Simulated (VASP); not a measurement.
Consider the following.

```xyz
1
Lattice="0.0000 2.7942 2.7942 2.7942 0.0000 2.7942 2.7942 2.7942 0.0000" Properties=species:S:1:pos:R:3 pbc="T T T"
Ca     0.0000     0.0000     0.0000
```

The numbers are results of SCAN meta-GGA, VASP's PBE PAW potentials (set 64) (plane waves; VASP), not measurements. Numerical set-up: 400 eV cut-off, 10×10×10 Γ-centred mesh, first-order Methfessel-Paxton smearing of 0.10 eV, potentials Ca_sv.

Q: The ions, cell shape and volume are relaxed. Which structure does the run end with?

A: 
```xyz
1
Lattice="0.0000 2.7771 2.7771 2.7771 0.0000 2.7771 2.7771 2.7771 0.0000" Properties=species:S:1:pos:R:3 pbc="T T T"
Ca     0.0000     0.0000     0.0000
```
Space group Fm-3m (225), at a tolerance of 0.03 Å.

Q: How do energy and volume change from the first to the last step?

A: The energy (σ→0) changes by -1.3 meV/atom and the volume by -1.8 %, in 4 ionic steps.

```csv
step,E(σ→0) (eV),max force (eV/Å),pressure (GPa),volume (Å³)
1,-9.6201,0.000,-0.38,43.63
2,-9.6213,0.000,-0.06,42.97
3,-9.6214,0.000,-0.04,42.93
4,-9.6214,0.000,0.01,42.83
```

The structure comes from a measured Ca entry (Fm-3m) of the Crystallography Open Database, whose conditions weren't checked. This run relaxes it. Symmetry was kept, so distortions that lower it aren't found.
